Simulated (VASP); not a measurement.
OSZICAR of a VASP run on KZnF$_{3}$ (cubic perovskite):

File OSZICAR:
```
       N       E                     dE             d eps       ncg     rms          rms(c)
DAV:   1     0.444461729442E+03    0.44446E+03   -0.22797E+04  1000   0.198E+03
DAV:   2     0.155729894788E+02   -0.42889E+03   -0.41917E+03  1216   0.478E+02
DAV:   3    -0.206816999641E+02   -0.36255E+02   -0.36105E+02  1154   0.153E+02
DAV:   4    -0.215284552443E+02   -0.84676E+00   -0.84558E+00  1607   0.216E+01
DAV:   5    -0.215390841093E+02   -0.10629E-01   -0.10624E-01  1310   0.200E+00    0.109E+01
DAV:   6    -0.189688635079E+02    0.25702E+01   -0.94772E+00  1446   0.417E+01    0.601E+00
DAV:   7    -0.190551132134E+02   -0.86250E-01   -0.16600E+00  1032   0.881E+00    0.401E+00
DAV:   8    -0.190896794885E+02   -0.34566E-01   -0.63212E-01  1209   0.151E+01    0.170E+00
DAV:   9    -0.190487916528E+02    0.40888E-01   -0.11086E-01  1578   0.940E+00    0.610E-01
DAV:  10    -0.190476251171E+02    0.11665E-02   -0.88855E-02  1493   0.678E+00    0.340E-01
DAV:  11    -0.190471932020E+02    0.43192E-03   -0.17940E-02  1461   0.192E+00    0.646E-02
DAV:  12    -0.190473123939E+02   -0.11919E-03   -0.80728E-04  1101   0.223E-01    0.662E-02
DAV:  13    -0.190473758416E+02   -0.63448E-04   -0.60268E-04  1180   0.720E-01    0.616E-02
DAV:  14    -0.190473470541E+02    0.28787E-04   -0.12776E-04  1041   0.101E-01    0.284E-02
DAV:  15    -0.190473376468E+02    0.94073E-05   -0.33435E-05  1217   0.419E-02    0.107E-02
DAV:  16    -0.190473368655E+02    0.78132E-06   -0.27289E-06  1327   0.408E-02    0.617E-03
DAV:  17    -0.190473364771E+02    0.38832E-06   -0.11733E-06  1206   0.129E-02    0.253E-03
DAV:  18    -0.190473364263E+02    0.50854E-07   -0.69899E-07  1228   0.127E-02
   1 F= -.19047336E+02 E0= -.19047336E+02  d E =0.000000E+00
```

Problem. Which electronic solver shows in the log?

Solution. It is blocked Davidson (ALGO = Normal, or the opening steps of other solvers). The INCAR had ALGO = Normal.

Problem. Can the final energy be trusted as converged?

Solution. Self-consistency was reached. It stopped with EDIFF = 1E-7, NELM = 100 (RPBE GGA, plane waves, VASP's PBE PAW potentials (set 64)).

The compound is KZnF3 in the cubic perovskite structure. It was relaxed first, which changed the volume by +12 %.
